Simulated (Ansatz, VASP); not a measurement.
## Cross-check of Zr (Zirconium) between VASP and Ansatz

Aim: how closely do two programs agree when they are given the same cell, functional and k mesh? The structure shown comes from an earlier Ansatz run, which isn't shown and may have moved the atoms alone.

Method: plane waves, with VASP 6.6.1 beside it; elastic constants at LDA, in Ansatz 0.2.0.

## Step 1: The structure

Symmetry: P6_3/mmc, No. 194, hexagonal system. Conventional cell: a = 3.146 Å, b = 3.146 Å, c = 5.081 Å, α = 90.00°, β = 90.00°, γ = 120.00°. Nearest to Zr lie 12 Zr at 3.12 to 3.15 Å.

Structure file:

```cif
data_structure
_symmetry_space_group_name_H-M 'P6_3/mmc'
_symmetry_Int_Tables_number 194
_cell_length_a 3.1462
_cell_length_b 3.1462
_cell_length_c 5.0814
_cell_angle_alpha 90.000
_cell_angle_beta 90.000
_cell_angle_gamma 120.000
_cell_volume 43.56
loop_
_atom_site_label
_atom_site_type_symbol
_atom_site_symmetry_multiplicity
_atom_site_Wyckoff_symbol
_atom_site_fract_x
_atom_site_fract_y
_atom_site_fract_z
_atom_site_occupancy
Zr1 Zr 2 c 0.33333 0.66667 0.25000 1
```

## Step 2: Ansatz: elastic constants, LDA

Ansatz runs on its default PAW (the set named soft_2) files.

Elastic constants are differences of stresses under small strains, so they test the stress and the mesh.

input.yaml

```yaml
crystal:
  lattice:
    - [3.146188095, 0.0, 0.0]
    - [-1.5730940475, 2.7246788153, 0.0]
    - [0.0, 0.0, 5.0814495386]
  atoms:
    - { symbol: Zr, position: [0.3333333333, 0.6666666667, 0.25] }
    - { symbol: Zr, position: [0.6666666667, 0.3333333333, 0.75] }
kpoints:
  mp_grid: { grid: [18, 18, 10] }
hamiltonian:
  xc: lda
scf:
  occupations: { method: methfessel_paxton, width: 0.25 }
output:
  forces: true
  stress: true
  eigenvalues: true
elastic:
  mode: relaxed_ion
  stencil: two_point
  amplitude: 0.01
```

On the command line:

```console
ansatz run input.yaml --threads 4 --pin off --max-ram 16384MiB --backend cpu --events-out ev --progress --plain --runs-dir out
```

Numbers of over 12 decimals in the logs are rounded to 6 here.

The program printed:

```text
Engine: ansatz 0.2.0, aarch64-unknown-linux-gnu
Pseudopotentials: kind: paw
Pseudopotential: Zr, paw, valence charge 12, recommended cutoff 420 eV (normal), Zr.paw.azcp
Functional definition: SPW92
  exchange = slater_x
  correlation = pw_c
Crystal: 2 atoms, lattice volume = 43.560 Å³
Basis set: ecut = 420 eV, 845 PW (Γ)
Bands: 16, of which v1, the nominal top of the filled ones, is band 12 counted from 1 (11 counted from 0)
Symmetry: 24 space group operations
Space group: P63/mmc (ITA 194), of the structure as read, at distance tolerance 3.5e-5 Å
k-points: 222 of 3240
Non-local potential: Zr, projectors of the file, l = 0: 3, l = 1: 2, l = 2: 2, l = 3: 2
PAW form: soft (Blöchl's): semilocal exchange-correlation on the pseudo side does not see the compensation charge
PAW frozen core: Zr, regenerated for the run's functional, and the local potential with it (the file was generated under x = pbe(κ = 0.804, μ = 0.219515), c = pbe(β = 0.066725))
PAW one-centre angular grid: Zr, 590 points (default); XC on 64 Gauss nodes
Initial density: superposition of atomic densities (neutral atoms: chi_scale 0, normalization atom), corrected by the library's trained network
Initial wavefunctions: pseudopotential atomic-orbital guess
Functional: x = slater, c = lda
SCF iter   1: F=—  HF=-8154.926412 eV  |F-HF|=—  |Δ(HF+E_count)|=         —  Δρ=5.67e-3  dr2=3.80e-3  ethr=1.77e-3  ⟨swp⟩=4.8  Hψ=14475  notcnv=0
preconditioner: auto → none  [metal: Δε(μ)=0.007 eV  Ē_g=3.301 eV  σ=0.250 eV  W_gap=0.02  n_scr=8 (ndim 8)  ℏωp=15.9 eV  f_vac=0.000  D(μ)=2.17/eV (n_scr^D=22)  sad-step TF]
SCF iter   2: F=—  HF=-8154.925451 eV  |F-HF|=—  |Δ(HF+E_count)|=   9.61e-4  S|Δr|=    0.00e0  Δρ=3.22e-3  dr2=1.33e-3  ethr=1.58e-5  ⟨swp⟩=2.0  Hψ=6917  notcnv=0
SCF iter   3: F=—  HF=-8154.925553 eV  |F-HF|=—  |Δ(HF+E_count)|=   1.02e-4  S|Δr|=    0.00e0  Δρ=4.84e-4  dr2=6.21e-5  ethr=5.54e-6  ⟨swp⟩=2.1  Hψ=6149  notcnv=0
SCF iter   4: F=—  HF=-8154.925528 eV  |F-HF|=—  |Δ(HF+E_count)|=   2.51e-5  S|Δr|=    0.00e0  Δρ=1.38e-4  dr2=3.44e-6  ethr=2.59e-7  ⟨swp⟩=2.1  Hψ=5613  notcnv=0
SCF iter   5: F=—  HF=-8154.925528 eV  |F-HF|=—  |Δ(HF+E_count)|=   1.30e-7  S|Δr|=    0.00e0  Δρ=2.78e-5  dr2=1.82e-7  ethr=1.44e-8  ⟨swp⟩=2.0  Hψ=5740  notcnv=0
SCF iter   6: F=—  HF=-8154.925529 eV  |F-HF|=—  |Δ(HF+E_count)|=   7.05e-8  S|Δr|=    0.00e0  Δρ=6.28e-6  dr2=8.27e-9  ethr=7.58e-10  ⟨swp⟩=2.1  Hψ=6147  notcnv=0
SCF iter   7: F=—  HF=-8154.925529 eV  |F-HF|=—  |Δ(HF+E_count)|=   3.58e-9  S|Δr|=    0.00e0  Δρ=1.22e-6  dr2=3.02e-10  ethr=3.44e-11  ⟨swp⟩=2.2  Hψ=5928  notcnv=0
SCF iter   8: F=—  HF=-8154.925529 eV  |F-HF|=—  |Δ(HF+E_count)|=  1.35e-10  S|Δr|=    0.00e0  Δρ=5.58e-8  dr2=4.98e-13  ethr=1.26e-12  ⟨swp⟩=2.0  Hψ=6139  notcnv=0
SCF iter   9: F=-8154.925529 eV  HF=-8154.925529 eV  |F-HF|=9.09e-13  |Δ(HF+E_count)|=  1.82e-12  S|Δr|=    0.00e0  Δρ=5.82e-9  dr2=4.43e-15  ethr=1.00e-12  ⟨swp⟩=4.0  Hψ=11865  notcnv=0
SCF 1 converged in 9 iterations: F = -8154.925529 eV  dr2 = 4.43e-15
  greatest PAW one-centre occupation: 0.998 electrons in one spin orbital (limit 2), on the Zr atom at site 1 (counted from 0), in its partial waves of l = 0
Crystal: 2 atoms, lattice volume = 43.124 Å³
Basis set: ecut = 420 eV, 837 PW (Γ)
Symmetry: 8 space group operations
k-points: 546 of 3240
Initial density: handed on by an earlier stage of this run
Initial wavefunctions: pseudopotential atomic-orbital guess (no wavefunctions were taken with the density)
iter 1 solved again at ethr=3.14e-4 eV; its pass at ethr=3.10e-3 eV (dr2=7.54e-2 eV) is discarded
SCF iter   1: F=—  HF=-8154.957249 eV  |F-HF|=—  |Δ(HF+E_count)|=         —  Δρ=1.47e-2  dr2=7.40e-2  ethr=3.14e-4  ⟨swp⟩=1.0  Hψ=48714  notcnv=0
preconditioner: auto → Kerker (q_TF=auto, 2.474 Å⁻¹)  [metal: Δε(μ)=0.004 eV  Ē_g=3.363 eV  σ=0.250 eV  W_gap=0.02  n_scr=10 (ndim 8)  ℏωp=16.0 eV  f_vac=0.000  D(μ)=2.11/eV (n_scr^D=22)]
SCF iter   2: F=—  HF=-8154.931792 eV  |F-HF|=—  |Δ(HF+E_count)|=   2.55e-2  S|Δr|=    0.00e0  Δρ=7.13e-3  dr2=1.90e-2  ethr=3.08e-4  ⟨swp⟩=2.0  Hψ=14371  notcnv=0
SCF iter   3: F=—  HF=-8154.923449 eV  |F-HF|=—  |Δ(HF+E_count)|=   8.34e-3  S|Δr|=    0.00e0  Δρ=5.68e-4  dr2=1.25e-4  ethr=7.91e-5  ⟨swp⟩=2.1  Hψ=14849  notcnv=0
SCF iter   4: F=—  HF=-8154.923428 eV  |F-HF|=—  |Δ(HF+E_count)|=   2.12e-5  S|Δr|=    0.00e0  Δρ=8.39e-5  dr2=3.37e-6  ethr=5.22e-7  ⟨swp⟩=2.5  Hψ=14496  notcnv=0
SCF iter   5: F=—  HF=-8154.923427 eV  |F-HF|=—  |Δ(HF+E_count)|=   6.72e-7  S|Δr|=    0.00e0  Δρ=1.53e-5  dr2=8.03e-8  ethr=1.41e-8  ⟨swp⟩=2.2  Hψ=11784  notcnv=0
SCF iter   6: F=—  HF=-8154.923427 eV  |F-HF|=—  |Δ(HF+E_count)|=   1.08e-7  S|Δr|=    0.00e0  Δρ=2.00e-6  dr2=1.10e-9  ethr=3.35e-10  ⟨swp⟩=1.7  Hψ=12008  notcnv=0
SCF iter   7: F=—  HF=-8154.923427 eV  |F-HF|=—  |Δ(HF+E_count)|=  8.91e-11  S|Δr|=    0.00e0  Δρ=2.92e-7  dr2=2.80e-11  ethr=4.57e-12  ⟨swp⟩=2.4  Hψ=13944  notcnv=0
[...]
SCF iter   8: F=—  HF=-8154.925295 eV  |F-HF|=—  |Δ(HF+E_count)|=  9.28e-11  S|Δr|=    0.00e0  Δρ=8.62e-8  dr2=6.63e-12  ethr=1.94e-12  ⟨swp⟩=2.1  Hψ=17589  notcnv=0
SCF iter   9: F=-8154.925295 eV  HF=-8154.925295 eV  |F-HF|=0.00e0  |Δ(HF+E_count)|=  3.64e-12  S|Δr|=    0.00e0  Δρ=1.18e-8  dr2=3.44e-14  ethr=1.00e-12  ⟨swp⟩=2.9  Hψ=56466  notcnv=0
SCF 18 converged in 9 iterations: F = -8154.925295 eV  dr2 = 3.44e-14
relax step   1: F+E_penalty+E_count = -8154.92529547 eV  Δ(F+E_penalty+E_count) = +0.000e0 eV  max|allowed force component| = 4.697e-4 eV/Å  Δτ_max = 0.0000 Å  (9 SCF iters, accepted)
[...]
relax step   2: F+E_penalty+E_count = -8154.92529570 eV  Δ(F+E_penalty+E_count) = -2.342e-7 eV  max|allowed force component| = 5.284e-5 eV/Å  Δτ_max = 0.0005 Å  (6 SCF iters, accepted)
[...]
relax step   3: F+E_penalty+E_count = -8154.92529570 eV  Δ(F+E_penalty+E_count) = +4.122e-9 eV  max|allowed force component| = 2.060e-4 eV/Å  Δτ_max = 0.0000 Å  (5 SCF iters, rejected (line search))
[...]
relax step   4: F+E_penalty+E_count = -8154.92529570 eV  Δ(F+E_penalty+E_count) = -2.910e-10 eV  max|allowed force component| = 3.289e-7 eV/Å  Δτ_max = 0.0000 Å  (5 SCF iters, accepted)
iter 1 solved again at ethr=1.00e-12 eV; its pass at ethr=3.10e-3 eV (dr2=8.09e-14 eV) is discarded
SCF iter   1: F=—  HF=-8154.925296 eV  |F-HF|=—  |Δ(HF+E_count)|=         —  Δρ=9.45e-9  dr2=8.18e-14  ethr=1.00e-12  ⟨swp⟩=1.1  Hψ=74592  notcnv=0
SCF iter   2: F=-8154.925296 eV  HF=-8154.925296 eV  |F-HF|=5.46e-12  |Δ(HF+E_count)|=  7.28e-12  S|Δr|=    0.00e0  Δρ=6.67e-9  dr2=7.73e-14  ethr=1.00e-12  ⟨swp⟩=4.0  Hψ=49372  notcnv=0
SCF 22 converged in 2 iterations: F = -8154.925296 eV  dr2 = 7.73e-14
SCF converged after 9 iterations
Stability not checked: this state was not tested for a lower state beside it, because cold or Methfessel-Paxton smearing, or corrected tetrahedra, fill the levels in a way that the test cannot read (fill_not_monotonic; see scf.lower_state_search)
Free energy (F): -8154.925529 eV
Harris-Foulkes:  -8154.925529 eV  (|F-HF|=9.09e-13)
Internal energy: -8154.927586 eV  (E = F + TS)
E sigma→0 (E₀):  -8154.926043 eV
Entropy (-TS):   0.002058 eV (1.029 meV/atom)
Fermi energy:    14.840951 eV
--- Per-component energies (eV) ---
  E_band       = -170.520853
  E_kinetic    = 669.605614
  E_local      = -1200.801762  (includes V_loc(G=0)·N_el)
  E_nonlocal   = 170.251388
  E_hartree    = 370.310614
  E_xc         = -321.626753
  E_vxc        = -382.116906  (∫ρ·V_xc dr)
  E_paw        = -5698.996551  (= ΣΔE_a)
  E_vpaw       = -168.080460  (= ΣTr[D̂ρ^β])
  E_aug_tail   = 0.000047  (compensation charges beyond the density's cutoff)
  E_ewald      = -2144.410985
  E_core_change = 0.740802  (= ΣΔE_core)
  E_smearing   = 0.002058  (= −TS)
  E_closure    = -0.000000  (closes the sum)
  Σ components = -8154.925529   (vs F -8154.925529, Δ=0.00e0)
--- Forces (eV/Å), atoms counted from 1 ---
  atom   1  Zr     0.00000000    -0.00000000     0.00000000
  atom   2  Zr    -0.00000000     0.00000000    -0.00000000
  max |Σ_I F_I| component: 1.85e-17 eV/Å
--- Stress (GPa, compression-positive) ---
       -0.008491      -0.000000       0.000000
        0.000000      -0.008491       0.000000
        0.000000       0.000000       0.015699
  P = ⅓ Tr σ = -0.0004 GPa (-0.004 kbar)
--- Band table (eV; the first three rows and the last of 222) ---
  k-point 0: bands = [... 8 lower, 9.0889, 11.6177, 15.7072, 15.7072, 15.7282, 16.2458, 16.4299, 16.4299]
  k-point 1: bands = [... 8 lower, 9.1783, 11.6200, 15.6615, 15.6626, 15.6626, 16.0689, 16.3647, 16.3647]
  k-point 2: bands = [... 8 lower, 9.4381, 11.6065, 15.4779, 15.5791, 15.5791, 15.6386, 16.1972, 16.1972]
  k-point 221: bands = [... 8 lower, 13.2573, 13.2573, 13.5121, 13.5121, 14.9115, 14.9115, 16.9211, 16.9211]
--- Elastic constants: 3 strain directions × 2 members + reference (group order 24) ---
  dense FFT box of the reference and of every strained cell: 24×24×36
  strains applied: 11, 33, 23; error gains: componentwise 1.00 (the most a stress slope's error grows in a printed constant), spectral 1.41 (1 for all six strains in a standard setting)
  C = ∂σ_k/∂η_j (tension-positive GPa; Voigt order 11 22 33 23 13 12):
       132.234     84.329     80.718     -0.000     -0.000     -0.000
        84.329    132.234     80.718      0.000      0.000     -0.000
        80.498     80.498    177.843      0.000      0.000     -0.000
         0.000     -0.000     -0.000     17.106      0.000      0.000
        -0.000      0.000     -0.000      0.000     17.106     -0.000
        -0.000      0.000     -0.000     -0.000      0.000     23.952
  reference stress σ⁰ (GPa):      0.008      0.008     -0.016     -0.000     -0.000      0.000
  C* (energy form; C + prestress term) asymmetry max|C*_kj − C*_jk| = 2.441e-1 GPa — a small one proves nothing (zero by symmetry where the batch's group is 432, −43m or m−3m); a large one is finite-difference/SCF noise where every solve meets its electron count
  moduli (Voigt/Reuss/Hill, GPa): K = 103.71/102.15/102.93   G = 24.75/22.24/23.50   E = 65.50   ν = 0.394
  mechanically stable: yes (min eigenvalue of sym C = 17.11 GPa)
  strain η (Voigt 11):  stress-route row diagonal C_11 = 132.23 GPa, energy-path curvature d²(F+E_count+ΔE)/dδ²/Ω₀ = 132.45 GPa
         δ    σ_11 (GPa)             F (eV)   n_scf  n_hpsi   n_pw
    -1.000e-2      -1.3029       -8154.9237617       2   85625    859   relax 4 steps, max|allowed force component| 1.03e-5 eV/Å
     1.000e-2       1.3417       -8154.9236935       2   85661    876   relax 4 steps, max|allowed force component| 5.59e-7 eV/Å
  strain η (Voigt 33):  stress-route row diagonal C_33 = 177.84 GPa, energy-path curvature d²(F+E_count+ΔE)/dδ²/Ω₀ = 177.81 GPa
         δ    σ_33 (GPa)             F (eV)   n_scf  n_hpsi   n_pw
    -1.000e-2      -1.8570       -8154.9230112       7   66425    854   relax 0 steps, max|allowed force component| 7.63e-17 eV/Å
     1.000e-2       1.6999       -8154.9232108       6   54217    874   relax 0 steps, max|allowed force component| 7.52e-17 eV/Å
  strain η (Voigt 23):  stress-route row diagonal C_44 = 17.11 GPa, energy-path curvature d²(F+E_count+ΔE)/dδ²/Ω₀ = 17.10 GPa
         δ    σ_23 (GPa)             F (eV)   n_scf  n_hpsi   n_pw
    -1.000e-2      -0.1711       -8154.9252957       2  136096    865   relax 3 steps, max|allowed force component| 2.60e-5 eV/Å
     1.000e-2       0.1711       -8154.9252957       2  136240    865   relax 4 steps, max|allowed force component| 3.29e-7 eV/Å
```

In the SCF lines HF is the Harris–Foulkes energy and dr2 the Hartree energy of the density residual, in eV; the loop may stop once dr2 is under the threshold and the program's other checks hold. Hψ counts applications of the Hamiltonian.

(Part 1 of 2 ends here.)

[Lines on the potential files, build, host, timing and source positions are cut from VASP's logs without a mark.]

[Logs are printed without paths, hosts, clocks, repeated set-up lines and the standing remarks that a program may print on its own settings, such as how far it seeks lower states.]

[Hosts, paths, dates, database ids (printed as entryN), source tags and the programs' standing remarks are cut or masked in the printed files.]
